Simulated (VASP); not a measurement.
# A VASP study of BaMnO3 (PBEsol + U): structure first, properties next, part 2 of 2

How well does PBEsol + U reproduce what experiment finds for BaMnO3? The cell is relaxed first, and properties follow on it. The start is a computed cell from the Materials Project.

VASP 6.6.1; PBEsol, DFT+U (Mn d 3 eV), spin-polarised from a ferromagnetic start; plane waves and PAW (Ba_sv, Mn_pv, O).

Still holding for the runs below: The magnetic state follows from one typed start and may not be the lowest.

So far, gap on the k-mesh (eV): step 2 (full relaxation (PBEsol + U)) 1.45; step 5 (density of states (PBEsol + U)) 1.45. The relaxed cell has a = 5.690, c = 4.906 Å (conventional setting).

## Step 6: Vibrations at Γ (PBEsol + U)

Zone-centre modes test whether the atoms sit at a minimum within this cell. IBRION = 6 takes the force constants from differences of forces between displaced cells, so the forces must be tight.

Input file INCAR:

```
SYSTEM = BaMnO3
PREC = Accurate
ENCUT = 520
EDIFF = 1E-08
NELM = 100
ISMEAR = 0
SIGMA = 0.05
LREAL = .FALSE.
ALGO = Normal
GGA = PS
NBANDS = 60
ISPIN = 2
MAGMOM = 0.004 0.004 2.948 2.948 -0.01 -0.01 -0.01 -0.01 -0.01 -0.01
LDAU = .TRUE.
LDAUTYPE = 2
LDAUL = -1 2 -1
LDAUU = 0 3 0
LDAUJ = 0 0 0
LDAUPRINT = 1
LASPH = .TRUE.
LMAXMIX = 4
LORBIT = 11
LWAVE = .FALSE.
LCHARG = .FALSE.
KPAR = 8
IBRION = 6
NFREE = 2
POTIM = 0.015
ISIF = 2
NSW = 1
```

Input file POSCAR:

```
BaMnO3
1.0
    5.6901590181      0.0000000000      0.0000000000
   -2.8450795090      4.9278222612      0.0000000000
    0.0000000000      0.0000000000      4.9062123212
Ba Mn O
2 2 6
Direct
    0.6666666700      0.3333333300      0.7585902999
    0.3333333300      0.6666666700      0.2585902899
    0.0000000000      0.0000000000      0.4606617244
    0.0000000000      0.0000000000      0.9606617244
    0.1485262014      0.8514737986      0.7089546786
    0.1485261914      0.2970523927      0.7089546786
    0.7029476073      0.8514737986      0.7089546786
    0.8514737986      0.1485261914      0.2089546786
    0.8514737986      0.7029476073      0.2089546786
    0.2970523927      0.1485262014      0.2089546786
```

Input file KPOINTS:

```
Automatic mesh
0
Gamma
5 5 5
0 0 0
```

Potentials, in the order of the species: Ba_sv, Mn_pv and O (PBE family, release 64).

Run with:

```sh
$ mpirun -np 8 vasp_std
```

The job ended after 12 min (8 MPI ranks of AMD EPYC 9R45, shared host; peak memory 10 GiB).

The last energy, forces, stress and levels in OUTCAR belong to the last displaced cell, not to the cell of POSCAR.

This step gave:

* bands: 60
* irreducible k-points: 15
* pressure of the cell: -0.008312 GPa
* largest force of the cell: 0.007348 eV/Å

Transverse limit, no LO-TO splitting. The modes at Γ (shares of kinetic energy by element, %):

```csv
mode,frequency (cm⁻¹),symmetry,Ba %,Mn %,O %
1,-0.5,acoustic,57,23,20
2,-0.5,acoustic,57,23,20
3,-0.2,acoustic,57,23,20
4,51.8,A1,43,30,27
5,75.3,B,100,0,0
6,113.9,E2,100,0,0
7,113.9,E2,100,0,0
8,137.2,A2,0,0,100
9,137.8,E1,43,27,30
10,137.8,E1,43,27,30
11,244.7,E2,0,94,6
12,244.7,E2,0,94,6
13,257.0,B,0,0,100
14,327.4,E2,0,0,99
15,327.4,E2,0,0,99
16,357.4,A1,0,47,53
17,393.1,E1,0,5,95
18,393.1,E1,0,5,95
19,395.8,E2,0,6,94
20,395.8,E2,0,6,94
21,403.6,E1,0,7,93
22,403.6,E1,0,7,93
23,511.1,B,0,47,53
24,518.2,E2,0,0,100
25,518.2,E2,0,0,100
26,536.0,B,0,0,100
27,574.0,E1,0,38,61
28,574.0,E1,0,38,61
29,650.1,A1,0,0,100
30,661.3,B,0,52,48
```

Displacements in mode 4 (51.8 cm⁻¹), the largest set to 1:
```
Ba1  0.00  0.00 -0.75
Ba2  0.00  0.00 -0.75
Mn3  0.00  0.00  1.00
Mn4  0.00  0.00  1.00
O5   0.03 -0.02  1.00
O6   0.00  0.03  1.00
O7  -0.03 -0.02  1.00
O8  -0.03  0.02  1.00
O9   0.00 -0.03  1.00
O10  0.03  0.02  1.00
```

Displacements in mode 18 (393.1 cm⁻¹), the largest set to 1:
```
Ba1  0.00  0.00  0.00
Ba2  0.00  0.00  0.00
Mn3  0.17  0.07  0.00
Mn4  0.17  0.07  0.00
O5  -0.14 -0.57  0.60
O6  -0.65  0.10  0.40
O7   0.19  0.20 -1.00
O8  -0.14 -0.57 -0.60
O9  -0.65  0.10 -0.40
O10  0.19  0.20  1.00
```

The three acoustic modes lie within 0.5 cm⁻¹ of zero, and all others are real. By the characters of their eigenvectors the optical modes sort into (cm⁻¹) Raman active: A1 52, E2 114, E1 138, E2 245, E2 327, A1 357, E1 393, E2 396, E1 404, E2 518 and more; infrared active: A1 52, E1 138, A1 357, E1 393, E1 404, E1 574, A1 650; silent: B 75, A2 137, B 257, B 511, B 536, B 661. B labels carry no number here, since it depends on the setting of the axes.

## Step 7: Electric field gradients (PBEsol + U)

Field gradients probe how far the charge around each nucleus departs from cubic symmetry; LASPH keeps the non-spherical terms inside the spheres.

INCAR, as its differences from that of step 6:

```diff
@@ -3,3 +3,3 @@
 ENCUT = 520
-EDIFF = 1E-08
+EDIFF = 1E-07
 NELM = 100
@@ -25,6 +25,2 @@
 KPAR = 8
-IBRION = 6
-NFREE = 2
-POTIM = 0.015
-ISIF = 2
-NSW = 1
+LEFG = .TRUE.
```

POSCAR is that of step 6.

KPOINTS is that of step 6.

Run with:

```sh
$ mpirun -np 8 vasp_std
```

Run time: 38 s. Hardware: 8 MPI ranks; peak memory 3.2 GiB; 4.9 min of CPU time.

Numbers from this step:

* SCF cycles: 18
* free energy (TOTEN): -73.6886 eV
* Fermi energy: 3.097 eV
* pressure: 0.004650 GPa

Electric field gradients, by row:

```csv
atom,Vxx (V/Å²),Vyy (V/Å²),Vzz (V/Å²),asymmetry
Ba1,-53.44,-53.43,106.9,0
Ba2,-53.44,-53.43,106.9,0
Mn3,10.57,10.56,-21.13,0
Mn4,10.57,10.56,-21.13,0
O5,38.26,35.36,-73.61,0.039
O6,38.26,35.36,-73.61,0.039
O7,38.26,35.36,-73.61,0.039
O8,38.26,35.36,-73.61,0.039
O9,38.26,35.36,-73.61,0.039
O10,38.26,35.36,-73.61,0.039
```

The largest gradient, 106.87 V/Å², sits on Ba1 and like sites; times the quadrupole moment of a nucleus that has one, it gives the coupling that NMR and NQR see.

## Step 8: Summary of results

| Property | Result |
| --- | --- |
| relaxed volume | 13.76 Å³/atom |
| relaxed conventional cell a, b, c | 5.690, 5.690, 4.906 Å; angles 90.0, 90.0, 120.0° |
| space group after relaxing, within 0.02 Å | P6_3mc (No. 186) |
| moment of the cell (7×7×7 mesh) | 6.00 μB |
| largest site moment (7×7×7 mesh) | 2.95 μB on Mn3 |
| band gap | 1.45 eV, between opposite spins |
| gap among the points of the DOS mesh alone, an upper bound | 1.45 eV |
| highest zone-centre mode | 661 cm⁻¹ |
| largest field gradient Vzz | 106.87 V/Å² on Ba1 |

With PBEsol + U, BaMnO3 relaxes to 13.76 Å³/atom in space group P6_3mc, has a gap of 1.45 eV between states of opposite spin and keeps moments of up to 2.95 μB (7×7×7 mesh). Band structure (PBEsol + U), spin up: The path shows an indirect gap of 2.26 eV (valence top at Γ, conduction bottom between L and M). The least direct gap is 2.31 eV. Band structure (PBEsol + U), spin down: The path shows a direct gap of 1.48 eV (valence top at Γ, conduction bottom at Γ). Vibrations at Γ (PBEsol + U): The highest mode in this list at Γ, 661.3 cm⁻¹, has its largest share on Mn (52 % of the kinetic energy). Spin-orbit coupling is left out, and with elements this heavy it would split and shift bands near the edges, and it can change the kind of a small gap. Only the typed magnetic starts were tried, so the magnetic ground state may differ and with it the other results. Modes at Γ alone can't show that the crystal is stable at other wave vectors, and the LO-TO splitting is not included. No search among competing phases was made, and a listed structure need not be the one stable at ambient conditions. All values are for a static lattice at zero temperature.

Comparison with the measured values:

```
              quantity  measured   PBEsol, DFT+U
lattice constant a (Å)       5.7  5.690 (-0.2 %)
lattice constant c (Å)    4.8161  4.906 (+1.9 %)
```

Measured values from arxiv:2110.12821 (2021).

Verdict: The lattice constant a is off by -0.2 %. The lattice constant c is off by +1.9 %. The magnetic state of these runs (an ordered one) need not be that of the sample, so the match is not graded. Zero-point motion and thermal expansion (measured at up to 300 K) are not in the computed lattice constants.

[Lines on the potential files, build, host, timing and source positions are cut from VASP's logs without a mark.]

[Logs are printed without paths, hosts, clocks, repeated set-up lines and the standing remarks that a program may print on its own settings, such as how far it seeks lower states.]

[Hosts, paths, dates, database ids (printed as entryN), source tags and the programs' standing remarks are cut or masked in the printed files.]

[A measured line is paired with the nearest computed mode of its activity, which favours agreement.]
